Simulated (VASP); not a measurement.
VASP runs on HgS (space group F-43m) share one base input (PBE GGA, plane waves, VASP's PBE PAW potentials (set 64)) and change the settings named in each case.

INCAR:
```
SYSTEM = HgS
PREC = Accurate; ENCUT = 300; LREAL = .FALSE.
LASPH = .TRUE.
EDIFF = 1E-6; NELM = 100; ALGO = Normal
LMAXMIX = 6
ISMEAR = -1; SIGMA = 0.01
GGA = PE
ISIF = 2
LWAVE = .FALSE.; LCHARG = .FALSE.
```

File POSCAR:
```
HgS
1
    0.0000000000     2.9250000000     2.9250000000
    2.9250000000     0.0000000000     2.9250000000
    2.9250000000     2.9250000000     0.0000000000
Hg S
1 1
Direct
  0.0000000000   0.0000000000   0.0000000000
  0.2500000000   0.2500000000   0.2500000000
```

### KPOINTS
```
Automatic
0
Gamma
 5 5 5
0 0 0
```

POTCAR, in this order: Hg S (PBE.64 set). Program: vasp_std.

| change | E(σ→0) (eV/atom) | pressure (GPa) | −TS (eV) |
|---|---|---|---|
| base run | -2.2391 | 4.24 | -0.0003 |
| GGA removed, POTCAR Hg S (LDA.64 set) | -2.9771 | (withheld) | -0.0003 |
| GGA_COMPAT = .FALSE., LNONCOLLINEAR = .TRUE., LSORBIT = .TRUE., MAGMOM = 0.0 0.0 0.0 0.0 0.0 0.0, program vasp_ncl | -2.3811 | (withheld) | (withheld) |
| KPOINTS 2×2×2 Γ-centred mesh | -1.7436 | 7.96 | -0.0048 |

Problem. Complete the blanks.

Solution. 
- GGA_COMPAT = .FALSE., LNONCOLLINEAR = .TRUE., LSORBIT = .TRUE., MAGMOM = 0.0 0.0 0.0 0.0 0.0 0.0, program vasp_ncl, pressure (GPa): 3.74
- GGA_COMPAT = .FALSE., LNONCOLLINEAR = .TRUE., LSORBIT = .TRUE., MAGMOM = 0.0 0.0 0.0 0.0 0.0 0.0, program vasp_ncl, −TS (eV): 0.0000
- GGA removed, POTCAR Hg S (LDA.64 set), pressure (GPa): -0.93

Energies of different potentials or functionals have different zeros. Unless said otherwise, spin-orbit coupling is left out, though it shifts the bands of the heavy elements here.

Left out are runs that ran out of time, are held back, or changed the cell or the kind of run, fixed moments of cells without a moment, rows past the twelfth, gaps on odd meshes, pressures of charged cells and columns that move by less than the noise.

The structure is a typed HgS crystal (F-43m). The cell was not relaxed at this level.
